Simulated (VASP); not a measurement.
The system is GaBiSe4.

```
CELL_PARAMETERS angstrom
6.17310 0.00000 0.00000
0.00000 3.96100 0.00000
-0.07503 0.00000 6.53168
ATOMIC_POSITIONS crystal
Ga 0.00000 0.00000 0.00000
Bi 0.00000 0.50000 0.50000
Se 0.24950 0.50000 0.13606
Se 0.75050 0.50000 0.86394
Se 0.73280 0.00000 0.30460
Se 0.26720 0.00000 0.69540
```

The cell was built by a generator and needn't be a form met in nature.

| Quantity | Value |
| --- | --- |
| Program | VASP 6.6.1 |
| Task | relaxation of cell and atoms |
| Functional | PBE |
| Potentials or basis | VASP PAW PBE potentials, release 64 (Ga_d, Bi_d, Se) |
| Cutoff | 520 eV |
| k mesh | 6 × 8 × 6 |
| Occupations | gaussian, width 0.1 eV |
| Spin | no spin polarisation |

At the start: pressure 0.0 GPa; volume 26.62 Å³/atom.

Problem. Where does the relaxation end?

Solution. Over 53 steps the energy falls by 114.3 meV/atom and the volume is 27.84 Å³/atom (+4.6 %); space group P2/m (No. 10, to 0.05 Å).

The path:
| step | energy change (eV) | largest force (eV/Å) | pressure (GPa) | volume (Å³) |
| --- | --- | --- | --- | --- |
| 1 | 0.0000 | 0.0945 | 0.03 | 159.71 |
| 3 | -0.0175 | 0.0566 | -0.23 | 160.07 |
| 5 | -0.0200 | 0.0989 | 0.21 | 158.58 |
| 7 | -0.0232 | 0.1197 | -0.07 | 158.42 |
| 9 | -0.0375 | 0.1323 | -0.33 | 157.34 |
| 11 | -0.1842 | 0.2473 | -0.72 | 151.90 |
| 13 | -0.2194 | 0.3053 | -0.29 | 150.24 |
| 15 | -0.2371 | 0.2997 | 0.02 | 148.62 |
| 17 | -0.2390 | 0.2955 | 0.09 | 148.26 |
| 19 | -0.2406 | 0.3179 | 0.23 | 147.63 |
| 21 | -0.2430 | 0.2936 | 0.17 | 147.88 |
| 23 | -0.2596 | 0.2976 | 0.19 | 148.09 |
| 25 | -0.3024 | 0.3536 | 0.38 | 148.91 |
| 27 | -0.3112 | 0.4368 | 0.66 | 149.49 |
| 29 | -0.3603 | 0.3899 | 0.02 | 152.42 |
| 31 | -0.4457 | 0.5728 | -1.67 | 165.81 |
| 33 | -0.4790 | 0.5284 | -0.97 | 166.79 |
| 35 | -0.5484 | 0.3956 | 0.02 | 163.36 |
| 37 | -0.5708 | 0.3269 | 1.11 | 160.18 |
| 39 | -0.6430 | 0.3350 | -0.26 | 164.02 |
| 41 | -0.6620 | 0.1917 | 0.00 | 163.97 |
| 43 | -0.6687 | 0.1206 | 0.09 | 164.23 |
| 45 | -0.6702 | 0.2328 | -0.35 | 167.58 |
| 47 | -0.6820 | 0.0832 | 0.19 | 165.57 |
| 49 | -0.6849 | 0.0622 | -0.05 | 166.90 |
| 51 | -0.6856 | 0.0401 | 0.03 | 167.04 |
| 53 | -0.6858 | 0.0089 | 0.02 | 167.02 |

Final structure:
```
Ga Bi Se
1.0
     5.54406    0.00000    0.88357
     0.00000    4.22096    0.00000
     1.01833    0.00000    7.29946
Ga Bi Se
1 1 4
Direct
  0.00000 0.00000 0.00000
  0.00000 0.50000 0.50000
  0.27959 0.50000 0.07857
  0.72041 0.50000 0.92143
  0.75366 0.00000 0.33627
  0.24634 0.00000 0.66373
```

Caveat: this functional lacks dispersion, which binds the layers, so the pressure and a relaxed spacing across them are unreliable.
